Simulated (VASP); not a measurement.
These are PBE GGA, VASP's PBE PAW potentials (set 64) (plane waves; VASP) values and carry that method's errors.

A VASP calculation is set up with these files.

### POSCAR
```
ZnO
1
    1.6454688832    -2.8500361621     0.0000000000
    1.6454688832     2.8500361621    -0.0000000000
    0.0000000000     0.0000000000     5.2763080582
Zn O
2 2
Direct
  0.6666670000   0.3333330000   0.5002389127
  0.3333330000   0.6666670000   0.0002389127
  0.6666670000   0.3333330000   0.8817610873
  0.3333330000   0.6666670000   0.3817610873
```

INCAR:
```
! general
SYSTEM  = ZnO
PREC    = Accurate
ENCUT   = 480
LREAL   = .FALSE.
LASPH   = .TRUE.

! electronic loop
EDIFF   = 1E-6
NELM    = 100
ALGO    = Normal
LMAXMIX = 4

! smearing
ISMEAR  = 0
SIGMA   = 0.05

! functional
GGA     = PE

! ions
IBRION  = 2
NSW     = 60
ISIF    = 3
EDIFFG  = -0.02

! output
LWAVE   = .FALSE.
LCHARG  = .FALSE.
```

KPOINTS:
```
Automatic
0
G
 7 7 4
0 0 0
```

POTCAR, in this order: Zn O (PBE.64 set). Program: vasp_std.

Task: What will the output report for the number of irreducible k-points (NKPTS), largest plane-wave count, number of space-group operations, FFT grid (NGX, NGY, NGZ)?

Result: 
number of irreducible k-points (NKPTS): 24
largest plane-wave count: 1194
number of space-group operations: 12
FFT grid (NGX, NGY, NGZ): 24 × 24 × 40

The compound is ZnO in the wurtzite structure. This run relaxes it. Symmetry was kept, so distortions that lower it aren't found. The start is the result of an earlier pass.
